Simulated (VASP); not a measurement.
# ZnSe (Stilleite): input slips in a band-gap run and what they do, part 2 of 2

Aim: see how common mistakes in a band-structure run show up, on ZnSe (Stilleite). The starting structure is a measured crystal structure from the Crystallography Open Database. Cell and atoms stay as given unless a step says otherwise.

VASP 6.6.1.

Results so far: reference 1.063 eV; one electron missing no gap to read; a cutoff far too low 0.294 eV.

## 5. Bands with no empty bands

Level of this step: LDA; plane waves and PAW (Se, Zn) (VASP).

A slip made on purpose: no empty bands. Against step 2 the input has NBANDS = 9 and no band path (also changed: NELM).

INCAR reads:

```
SYSTEM = ZnSe
PREC = Accurate
ENCUT = 350
EDIFF = 1E-06
NELM = 60
ISMEAR = 0
SIGMA = 0.03
LREAL = .FALSE.
ALGO = Normal
GGA = CA
NBANDS = 9
LORBIT = 11
LWAVE = .FALSE.
LCHARG = .FALSE.
KPAR = 4
LASPH = .TRUE.
```

POSCAR reads:

```
ZnSe
1.0
    0.0000000000      2.8338000000      2.8338000000
    2.8338000000      0.0000000000      2.8338000000
    2.8338000000      2.8338000000      0.0000000000
Se Zn
1 1
Direct
    0.7500000000      0.7500000000      0.7500000000
    0.0000000000      0.0000000000      0.0000000000
```

KPOINTS reads:

```
Automatic mesh
0
Gamma
6 6 6
0 0 0
```

The projector-augmented-wave data sets are Se and Zn (LDA family, release 64).

Command:

```
mpirun -np 4 vasp_std
```

Output:

```text
[... set-up lines as in an earlier step ...]
 entering main loop
       N       E                     dE             d eps       ncg     rms          rms(c)
DAV:   1     0.720110271114E+02    0.72011E+02   -0.75002E+03   288   0.169E+03
DAV:   2     0.239859874446E+00   -0.71771E+02   -0.71771E+02   317   0.291E+02
DAV:   3    -0.731350792209E+01   -0.75534E+01   -0.75534E+01   309   0.786E+01
DAV:   4    -0.764184084839E+01   -0.32833E+00   -0.32833E+00   323   0.138E+01
[...]
DAV:  11    -0.734309380210E+01   -0.65500E-05   -0.46344E-05   424   0.115E-01    0.108E-02
DAV:  12    -0.734309143237E+01    0.23697E-05   -0.20924E-05   424   0.101E-01    0.172E-03
DAV:  13    -0.734309147788E+01   -0.45511E-07   -0.61631E-07   144   0.137E-02
 -----------------------------------------------------------------------------
|                                                                             |
|           W    W    AA    RRRRR   N    N  II  N    N   GGGG   !!!           |
|           W    W   A  A   R    R  NN   N  II  NN   N  G    G  !!!           |
|           W    W  A    A  R    R  N N  N  II  N N  N  G       !!!           |
|           W WW W  AAAAAA  RRRRR   N  N N  II  N  N N  G  GGG   !            |
|           WW  WW  A    A  R   R   N   NN  II  N   NN  G    G                |
|           W    W  A    A  R    R  N    N  II  N    N   GGGG   !!!           |
|                                                                             |
|     Your highest band is occupied at some k-points! Unless you are          |
|     performing a calculation for an insulator or semiconductor, without     |
|     unoccupied bands, you have included TOO FEW BANDS!! Please increase     |
|     the parameter NBANDS in file INCAR to ensure that the highest band      |
|     is unoccupied at all k-points. It is always recommended to include      |
|     a few unoccupied bands to accelerate the convergence of                 |
|     molecular-dynamics runs (even for insulators or semiconductors),        |
|     since the presence of unoccupied bands improves wavefunction            |
|     prediction and helps to suppress 'band-crossings'.                      |
|                                                                             |
 -----------------------------------------------------------------------------

   1 F= -.73430915E+01 E0= -.73430915E+01  d E =-.105306E-11
```

Wall time 1.4 s (4 MPI ranks of Intel Xeon 6975P-C (Granite Rapids), shared host); peak memory 0.44 GiB.

OUTCAR, selected parts (step 5):

```text
  Total       -0.9363210     -0.9363210     -0.9363210      0.0000000      0.0000000      0.0000000
  in kB      -32.9608030    -32.9608030    -32.9608030      0.0000000      0.0000000      0.0000000
  external PRESSURE =     -32.9608030 kB  Pullay stress =       0.0000000 kB

 POSITION                                       TOTAL-FORCE (eV/Angst)
 -----------------------------------------------------------------------------------
      4.25070      4.25070      4.25070        -0.000000      0.000000      0.000000
      0.00000      0.00000      0.00000         0.000000     -0.000000     -0.000000
 -----------------------------------------------------------------------------------
    total drift:                                0.000003      0.000003      0.000001

  FREE ENERGIE OF THE ION-ELECTRON SYSTEM (eV)
  ---------------------------------------------------
  free  energy   TOTEN  =        -7.3430914779 eV

  energy  without entropy=       -7.3430914779  energy(sigma->0) =       -7.34309148

[... 1 part as in an earlier step ...]

[... 2 further parts left out ...]
[key lines of the parts left out:]
E-fermi :   1.6452
```

The run converges, yet it holds no empty band, so no gap can be read from it.

## 6. Bands with a hybrid's name typed into the meta-GGA tag

A slip made on purpose: a hybrid's name typed into the meta-GGA tag. Against step 2 the input has METAGGA = HSE06 and no GGA (also changed: NELM).

Changes to INCAR since step 5:

```diff
@@ -9,4 +9,3 @@
 ALGO = Normal
-GGA = CA
-NBANDS = 9
+NBANDS = 21
 LORBIT = 11
@@ -16 +15,2 @@
 LASPH = .TRUE.
+METAGGA = HSE06
```

POSCAR is that of step 5.

KPOINTS is that of step 5.

KPOINTS_OPT reads:

```
Line mode
10
Line-mode
Reciprocal
  0.00000000   0.00000000   0.00000000 GAMMA
  0.50000000   0.00000000   0.50000000 X

  0.50000000   0.00000000   0.50000000 X
  0.50000000   0.25000000   0.75000000 W

  0.50000000   0.25000000   0.75000000 W
  0.37500000   0.37500000   0.75000000 K

  0.37500000   0.37500000   0.75000000 K
  0.00000000   0.00000000   0.00000000 GAMMA

  0.00000000   0.00000000   0.00000000 GAMMA
  0.50000000   0.50000000   0.50000000 L

  0.50000000   0.50000000   0.50000000 L
  0.62500000   0.25000000   0.62500000 U

  0.62500000   0.25000000   0.62500000 U
  0.50000000   0.25000000   0.75000000 W

  0.50000000   0.25000000   0.75000000 W
  0.50000000   0.50000000   0.50000000 L

  0.50000000   0.50000000   0.50000000 L
  0.37500000   0.37500000   0.75000000 K

  0.62500000   0.25000000   0.62500000 U
  0.50000000   0.00000000   0.50000000 X
```

Command:

```
mpirun -np 4 vasp_std
```

Output:

```text
[banner, memory and clock lines left out]
running    4 mpi-ranks, on    1 nodes
[...]
|                                                                             |
|     EEEEEEE  RRRRRR   RRRRRR   OOOOOOO  RRRRRR      ###     ###     ###     |
|     E        R     R  R     R  O     O  R     R     ###     ###     ###     |
|     E        R     R  R     R  O     O  R     R     ###     ###     ###     |
|     EEEEE    RRRRRR   RRRRRR   O     O  RRRRRR       #       #       #      |
|     E        R   R    R   R    O     O  R   R                               |
|     E        R    R   R    R   O     O  R    R      ###     ###     ###     |
|     EEEEEEE  R     R  R     R  OOOOOOO  R     R     ###     ###     ###     |
|                                                                             |
|     Error: One of the selected functionals does not exist.                  |
|                                                                             |
|       ---->  I REFUSE TO CONTINUE WITH THIS SICK JOB ... BYE!!! <----       |
|                                                                             |

1
1
1
1
```

Wall time 3.6 s (4 MPI ranks).

VASP stopped with this message: “Error: One of the selected functionals does not exist”.

## 7. The runs compared

```
                                        run            ended  gap (eV)  change (eV)  core minutes
                                  reference        converged     1.063            -         0.213
                       one electron missing        converged      none            -         0.213
                       a cutoff far too low        converged     0.294       -0.768        0.0933
                             no empty bands        converged         -            -        0.0933
a hybrid's name typed into the meta-GGA tag  stopped by VASP         -            -          0.24
```

Core minutes are wall time times ranks of the run shown, on a shared host.

## 8. Outcome

```json
{"reference gap": "1.063 eV", "gap with one electron missing": "none to read from the occupations", "gap with a cutoff far too low": "0.294 eV", "run with no empty bands": "converged", "run with a hybrid's name typed into the meta-GGA tag": "stopped by VASP"}
```

What this shows: VASP stopped by itself in the run with a hybrid's name typed into the meta-GGA tag. The run without empty bands converged, and still can't show a gap. Finished, but with signs in the output that stand out against the reference: one electron missing, with no gap to read, since by its occupations the run counts as a metal (its levels may still leave one) (signs: a warning on the charge density and a stress of up to 30.4 GPa); a cutoff far too low, with the gap changed by -0.77 eV (signs: a stress of up to 614.5 GPa). Further runs on this material are not shown.

[Lines on the potential files, build, host, timing and source positions are cut from VASP's logs without a mark.]

[Logs are printed without paths, hosts, clocks, repeated set-up lines and the standing remarks that a program may print on its own settings, such as how far it seeks lower states.]

[Hosts, paths, dates, database ids (printed as entryN), source tags and the programs' standing remarks are cut or masked in the printed files.]
